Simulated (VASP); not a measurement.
A run of VASP 6.6.1 is set up as follows.

INCAR

```
SYSTEM = Hf3Be
  PREC = Accurate
  ENCUT = 600
  EDIFF = 1E-6
  ISMEAR = 1
  SIGMA = 0.1
  LREAL = .FALSE.
  LASPH = .TRUE.
  NELM = 60
  ALGO = Normal
  ISIF = 3
  LWAVE = .FALSE.
  LCHARG = .FALSE.
  METAGGA = RTPSS
  LMIXTAU = .TRUE.
  IBRION = 2
  NSW = 40
  EDIFFG = -0.01
```

The input KPOINTS:

```
Automatic mesh
0
G
  9 9 9
  0 0 0
```

POSCAR

```
Hf3Be
1.0
   -2.0920000000      2.0920000000      4.3530460000
    2.0920000000     -2.0920000000      4.3530460000
    2.0920000000      2.0920000000     -4.3530460000
Hf Be
3 1
Direct
    0.5000000000      0.5000000000      0.0000000000
    0.2500000000      0.7500000000      0.5000000000
    0.7500000000      0.2500000000      0.5000000000
    0.0000000000      0.0000000000      0.0000000000
```

Potentials or basis: VASP PAW PBE potentials, release 64 (Hf_pv, Be).

The run is started by

```bash
$ cat potpaw_PBE.64/Hf_pv/POTCAR potpaw_PBE.64/Be/POTCAR > POTCAR
$ mpirun -np 1 vasp_std > vasp.out
```

(1) Predict the relaxed cell.

(2) What does it give for the relaxed volume?

Results:

(1) a = 5.200 Å, b = 5.200 Å, c = 5.200 Å, α = 133.21°, β = 133.21°, γ = 68.32°.

(2) 18.34 Å³/atom.

Caveat: the PAW data sets were made with another functional, which shifts forces and pressure a little.
